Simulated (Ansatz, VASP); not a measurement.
Two plane-wave programs on BC5

```xyz
6
Lattice="0.0000 2.9334 2.9334 2.9334 0.0000 2.9334 2.9334 2.9334 0.0000" Properties=species:S:1:pos:R:3 pbc="T T T"
B     4.4001    4.4001    4.4001
C     2.9334    2.9334    2.9334
C     2.0225    0.9109    2.0225
C     0.9109    0.9109    0.9109
C     0.9109    2.0225    2.0225
C     2.0225    2.0225    0.9109
```

Alike in both runs: functional PBE; k mesh 12 × 12 × 12; occupations gaussian, width 0.1 eV; no spin polarisation.

Ansatz relaxed the structure, and its values are those at the end. VASP's run is a single point on that final structure, the one shown.

|  | VASP | Ansatz |
| --- | --- | --- |
| version | VASP 6.6.1 | Ansatz 0.2.0 |
| potentials or method | VASP PAW PBE potentials, release 64 (B, C) | scalar-relativistic, plane waves, PAW |
| plane-wave cutoff (eV) | 520 | 420 |
| valence electrons in the cell | 23 | 23 |

Ansatz gave:

```
gap on the k mesh at the Fermi level (eV) : none
pressure (GPa)                            : 0.0
rms of the force components (eV/Å)        : 0.000
```

Problem. Estimate VASP's values.

Solution. gap on the k mesh at the Fermi level (eV): none; pressure (GPa): 0.4; rms of the force components (eV/Å): 0.054.

A gap of «none» marks a metal or a gap that the smearing closes. The functional is the same, so the differences come from potentials, cutoffs and numerics.
